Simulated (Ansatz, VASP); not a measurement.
# Ag2IBr: VASP beside Ansatz

One calculation is typed for both programs; each brings its own data sets and cutoff. How far apart do they land? The cell is invented: As first built, before any earlier steps moved the atoms: it takes the AgI structure with some of its atoms replaced by other elements, volume scaled by an estimate. It may not be a known or stable phase. The cell comes out of the VASP series on this material, whose earlier steps may have relaxed, scaled or displaced it; both programs get it as it stands.

Calculated with Ansatz 0.2.0; plane waves, with VASP 6.6.1 beside it; relaxation of cell and atoms at r2SCAN with rVV10.

### 1. Starting point

It takes space group P1 (No. 1, triclinic). Conventional cell: a = 4.502 Å, b = 4.508 Å, c = 7.734 Å, α = 106.88°, β = 90.07°, γ = 119.86°. Nearest to I lie 4 Ag at 2.79 to 2.81 Å. Nearest to Ag lie 3 Br at 2.71 to 2.72 Å and 1 I at 2.81 Å. Ag has 1 Br at 2.69 Å and 3 I at 2.79 to 2.80 Å nearest. Nearest to Br lie 4 Ag at 2.69 to 2.72 Å. As first built, before any earlier steps moved the atoms: sites of the AgI structure (space group 216) filled with other elements, volume scaled by an estimate. Farther neighbours and most contacts between anions are not listed.

### 2. VASP: relaxation of cell and atoms, r2SCAN with rVV10

The relaxed volume is the usual yardstick between codes: its relative difference is about their pressure difference at one cell divided by the bulk modulus.

Lines of VASP's logs that name or quote its potential files are left out, and so is its time.

The input, INCAR:

```
SYSTEM = Ag2IBr
PREC = Accurate
ENCUT = 400
EDIFF = 1E-06
NELM = 100
ISMEAR = -1
SIGMA = 0.05
LREAL = .FALSE.
ALGO = Normal
METAGGA = R2SCAN
LUSE_VDW = .TRUE.
IVDW_NL = 2
BPARAM = 11.95
CPARAM = 0.0093
LASPH = .TRUE.
NBANDS = 24
LORBIT = 11
LWAVE = .FALSE.
LCHARG = .FALSE.
KPAR = 2
IBRION = 2
NSW = 60
ISIF = 3
EDIFFG = -0.01
```

The input, POSCAR:

```
Ag2IBr
1.0
    2.2582845976      1.2969698912      7.2874507040
   -2.2497318091      1.3043363486      7.2836470338
    0.0106454564     -2.6036041561      7.2859439082
I Ag Br
1 2 1
Direct
    0.6274258441      0.6217448696      0.6240437516
    0.4969449635      0.4965933403      0.4934671339
    0.0061817530      0.0027978114      0.0044848231
    0.1307884395      0.1259749787      0.1253572914
```

The input, KPOINTS:

```
Automatic mesh
0
Gamma
7 7 7
0 0 0
```

The projector-augmented-wave data sets are I, Ag and Br (PBE family, release 64).

Launch:

```bash
$ mpirun -np 2 vasp_std
```

Numbers of over 12 decimals in the logs are rounded to 6 here.

The log of the run:

```text
[banner, memory and clock lines left out]
running    2 mpi-ranks, on    1 nodes
 distrk:  each k-point on    1 cores,    2 groups
 distr:  one band on    1 cores,    1 groups

 POSCAR found type information on POSCAR I AgBr
 POSCAR found :  3 types and       4 ions
|                                                                             |
|               ----> ADVICE to this user running VASP <----                  |
|                                                                             |
|     You have switched on vdW-DFT.                                           |
|     This routine was written and supplied by Jiri Klimes. We recommend      |
|     that you carefully read and cite the following publications:            |
|       J. Klimes, D.R. Bowler, A. Michelides                                 |
|          J. Phys.: Cond Matt. 22 022201 (2010)                              |
|       J. Klimes, D.R. Bowler, A. Michelides                                 |
|          Phys. Rev. B. 83, 195131 (2011)                                    |
|     and references therein.                                                 |
|                                                                             |

|                                                                             |
|               ----> ADVICE to this user running VASP <----                  |
|                                                                             |
|     You enforced a specific xc type in the INCAR file but a different       |
|     [... a line on the potential file left out ...]
|     I HOPE YOU KNOW WHAT YOU ARE DOING!                                     |
|                                                                             |

 LDA part: xc-table for (None), standard interpolation
 POSCAR, INCAR and KPOINTS ok, starting setup
 FFT: planning ... GRIDC
 FFT: planning ... GRID_SOFT
 FFT: planning ... GRID
 WAVECAR not read
 entering main loop
       N       E                     dE             d eps       ncg     rms          rms(c)
Total rVV10 correction in eV:      1.2576386    46.0444761
Total rVV10 correction in eV:      1.2576386    46.0444761
DAV:   1     0.110170590103E+03    0.11017E+03   -0.14026E+04  8440   0.106E+03
DAV:   2    -0.807030183092E+02   -0.19087E+03   -0.18429E+03  9640   0.237E+02
DAV:   3    -0.900632326089E+02   -0.93602E+01   -0.93178E+01  9984   0.541E+01
DAV:   4    -0.901805261777E+02   -0.11729E+00   -0.11726E+00 10728   0.641E+00
DAV:   5    -0.901814164780E+02   -0.89030E-03   -0.89019E-03 10464   0.534E-01    0.758E+00
Total rVV10 correction in eV:      1.2532283    46.0444760
Total rVV10 correction in eV:      1.2532283    46.0444760
DAV:   6    -0.807892252451E+02    0.93922E+01   -0.92165E+00  8296   0.280E+01    0.867E+00
Total rVV10 correction in eV:      1.2590747    46.0444760
Total rVV10 correction in eV:      1.2590747    46.0444760
DAV:   7    -0.807000372368E+02    0.89188E-01   -0.32776E-01 10160   0.510E+00    0.607E+00
Total rVV10 correction in eV:      1.2717721    46.0444760
Total rVV10 correction in eV:      1.2717721    46.0444760
DAV:   8    -0.806678741525E+02    0.32163E-01   -0.30727E-01  8448   0.613E+00    0.131E+00
Total rVV10 correction in eV:      1.2776199    46.0444760
Total rVV10 correction in eV:      1.2776199    46.0444760
DAV:   9    -0.806712976888E+02   -0.34235E-02   -0.21516E-02 10048   0.917E-01    0.625E-01
Total rVV10 correction in eV:      1.2774412    46.0444760
Total rVV10 correction in eV:      1.2774412    46.0444760
DAV:  10    -0.806686823749E+02    0.26153E-02   -0.59149E-03  8960   0.865E-01    0.302E-01
Total rVV10 correction in eV:      1.2777817    46.0444760
Total rVV10 correction in eV:      1.2777817    46.0444760
DAV:  11    -0.806685024924E+02    0.17988E-03   -0.33386E-03 10200   0.490E-01    0.467E-02
Total rVV10 correction in eV:      1.2777630    46.0444760
Total rVV10 correction in eV:      1.2777630    46.0444760
DAV:  12    -0.806685226116E+02   -0.20119E-04   -0.21792E-04  9296   0.917E-02    0.755E-02
Total rVV10 correction in eV:      1.2778001    46.0444760
Total rVV10 correction in eV:      1.2778001    46.0444760
DAV:  13    -0.806685234058E+02   -0.79416E-06   -0.11504E-05 10632   0.359E-02    0.560E-02
Total rVV10 correction in eV:      1.2778195    46.0444760
Total rVV10 correction in eV:      1.2778195    46.0444760
DAV:  14    -0.806685141357E+02    0.92701E-05   -0.30728E-05  8824   0.410E-02    0.245E-02
Total rVV10 correction in eV:      1.2778339    46.0444760
Total rVV10 correction in eV:      1.2778339    46.0444760
DAV:  15    -0.806685144498E+02   -0.31419E-06   -0.41863E-06  8704   0.177E-02
Total rVV10 correction in eV:      1.2779096    46.0444760
Total rVV10 correction in eV:      1.2779096    46.0444760
Total rVV10 correction in eV:      1.2778540    46.0444760
Total rVV10 correction in eV:      1.2778540    46.0444760
   1 F= -.80668514E+02 E0= -.80668514E+02  d E =-.806685E+02
 curvature:   0.00 expect dE= 0.000E+00 dE for cont linesearch  0.000E+00
 trial: gam= 0.00000 g(F)=  0.217E-04 g(S)=  0.105E-04 ort = 0.000E+00 (trialstep = 0.100E+01)
 search vector abs. value=  0.322E-04
 bond charge predicted
       N       E                     dE             d eps       ncg     rms          rms(c)
Total rVV10 correction in eV:      1.2778629    46.0444760
Total rVV10 correction in eV:      1.2778629    46.0444760
DAV:   1    -0.806685522198E+02   -0.38084E-04   -0.59614E-03  8416   0.436E-01    0.392E-02
Total rVV10 correction in eV:      1.2778545    46.0444760
Total rVV10 correction in eV:      1.2778545    46.0444760
DAV:   2    -0.806685459758E+02    0.62439E-05   -0.10455E-04  9912   0.703E-02    0.158E-02
Total rVV10 correction in eV:      1.2778541    46.0444760
Total rVV10 correction in eV:      1.2778541    46.0444760
DAV:   3    -0.806685416635E+02    0.43124E-05   -0.70928E-06  9632   0.184E-02    0.803E-03
Total rVV10 correction in eV:      1.2778550    46.0444760
Total rVV10 correction in eV:      1.2778550    46.0444760
DAV:   4    -0.806685407087E+02    0.95478E-06   -0.28678E-06  7856   0.128E-02
Total rVV10 correction in eV:      1.2778573    46.0444760
Total rVV10 correction in eV:      1.2778573    46.0444760
Total rVV10 correction in eV:      1.2778564    46.0444760
Total rVV10 correction in eV:      1.2778564    46.0444760
   2 F= -.80668541E+02 E0= -.80668541E+02  d E =-.262588E-04
 trial-energy change:   -0.000026  1 .order   -0.000026   -0.000032   -0.000020
 step:   2.7295(harm=  2.7295)  dis= 0.00158  next Energy=   -80.668558 (dE=-0.440E-04)
 reached required accuracy - stopping structural energy minimisation
```

From OUTCAR (step 2):

```text
ion  position               nearest neighbor table
   1  0.627  0.622  0.624-   3 2.79   3 2.80   3 2.80   2 2.81
   2  0.497  0.497  0.493-   4 2.71   4 2.71   4 2.72   1 2.81
   3  0.006  0.003  0.004-   4 2.69   1 2.79   1 2.80   1 2.80
   4  0.131  0.126  0.125-   3 2.69   2 2.71   2 2.71   2 2.72

  LATTYP: Found a triclinic cell.
 ALAT       =     4.5080240301
 B/A-ratio  =     1.0014512689
 C/A-ratio  =     1.9840330227
 COS(alpha) =     0.0000764372
 COS(beta)  =     0.5016706352
 COS(gamma) =     0.5020994405

 Subroutine GETGRP returns: Found  1 space group operations
 (whereof  1 operations were pure point group operations)

The static configuration has the point symmetry C_1 .

 Found    172 irreducible k-points:

   k-points           NKPTS =    172   k-points in BZ     NKDIM =    172   number of bands    NBANDS=     24

   dimension x,y,z NGX =    50 NGY =   50 NGZ =   50
   dimension x,y,z NGXF=   100 NGYF=  100 NGZF=  100

   ENCUT  =  400.0 eV  29.40 Ry    5.42 a.u.  12.62 12.61 12.62*2*pi/ulx,y,z

   NELECT =      36.0000    total number of electrons

 k-points in reciprocal lattice and weights: Automatic mesh
   0.00000000  0.00000000  0.00000000       0.003
   0.14285714 -0.00000000  0.00000000       0.006
   0.28571429 -0.00000000  0.00000000       0.006
   0.42857143 -0.00000000  0.00000000       0.006
   0.00000000  0.14285714  0.00000000       0.006
   0.14285714  0.14285714  0.00000000       0.006
   0.28571429  0.14285714  0.00000000       0.006
   0.42857143  0.14285714  0.00000000       0.006
  -0.42857143  0.14285714 -0.00000000       0.006
[...]
-0.28571429 -0.14285714  0.42857143       0.006
  -0.14285714 -0.14285714  0.42857143       0.006

 average (electrostatic) potential at core
       1 -98.3369       2 -80.1003       3 -80.1973       4 -68.1012

 E-fermi :   2.9239

 k-point     1 :       0.0000    0.0000    0.0000
  band No.  band energies     occupation
    ...
     14       1.3161      2.00000
     15       1.3282      2.00000
     16       2.0341      2.00000
     17       2.1944      2.00000
     18       2.1960      2.00000
     19       3.5603      0.00001
     20       5.6093      0.00000
     21       8.9089      0.00000
     22       8.9372      0.00000
     23       9.1305      0.00000
    ...

 k-point     2 :       0.1429   -0.0000    0.0000
  band No.  band energies     occupation
    ...
     14       0.9332      2.00000
     15       1.1946      2.00000
     16       1.5722      2.00000
     17       1.9045      2.00000
     18       1.9969      2.00000
     19       4.2412      0.00000
     20       6.2032      0.00000
     21       8.3628      0.00000
     22       8.6368      0.00000
     23       9.2174      0.00000
    ...

 k-point     3 :       0.2857   -0.0000    0.0000
  band No.  band energies     occupation
    ...
     14       0.3420      2.00000
     15       0.6623      2.00000
     16       0.9202      2.00000
     17       1.5207      2.00000
     18       1.5662      2.00000
     19       5.3696      0.00000
     20       6.8343      0.00000
     21       7.7396      0.00000
     22       8.2155      0.00000
     23       9.5245      0.00000
    ...

  Total       -0.0321131     -0.0286204     -0.0242430      0.0068230      0.0016247     -0.0039405
  in kB       -0.4012527     -0.3576112     -0.3029153      0.0852535      0.0203003     -0.0492368
  external PRESSURE =      -0.3539264 kB  Pullay stress =       0.0000000 kB

  energy-cutoff  :      400.00
  volume of cell :      128.23
      direct lattice vectors                 reciprocal lattice vectors
     2.257440814  1.297504572  7.288727198     0.222022799  0.128408075  0.045575393
    -2.249805580  1.304255818  7.285316242    -0.221708362  0.127744811  0.045926267
     0.009653281 -2.603127217  7.287250461    -0.000418276 -0.256145001  0.045727263

 POSITION                                       TOTAL-FORCE (eV/Angst)
 -----------------------------------------------------------------------------------
      0.02387      0.00043     13.65089         0.002751     -0.001203      0.007854
      0.00963      0.00791     10.83599         0.005540     -0.000415      0.002810
      0.00746      0.00010      0.09750        -0.002398      0.001153     -0.009013
      0.01274      0.00769      2.78456        -0.005893      0.000464     -0.001651
 -----------------------------------------------------------------------------------
    total drift:                                0.000052      0.000030     -0.000698

  FREE ENERGIE OF THE ION-ELECTRON SYSTEM (eV)
  ---------------------------------------------------
  free  energy   TOTEN  =       -80.6685407087 eV

  energy  without entropy=      -80.6685406819  energy(sigma->0) =      -80.66854070

 reached required accuracy - stopping structural energy minimisation

 total charge
# of ion       s       p       d       tot
------------------------------------------
    1        1.497   2.806   0.036   4.339
    2        0.258   0.184   9.340   9.783
    3        0.297   0.222   9.317   9.836
    4        1.600   3.248   0.029   4.877
--------------------------------------------------
tot          3.652   6.460  18.722  28.834

[... 3 further parts left out ...]
```

[end of part 1 of 2]

[Lines on the potential files, build, host, timing and source positions are cut from VASP's logs without a mark.]

[Logs are printed without paths, hosts, clocks, repeated set-up lines and the standing remarks that a program may print on its own settings, such as how far it seeks lower states.]

[Hosts, paths, dates, database ids (printed as entryN), source tags and the programs' standing remarks are cut or masked in the printed files.]
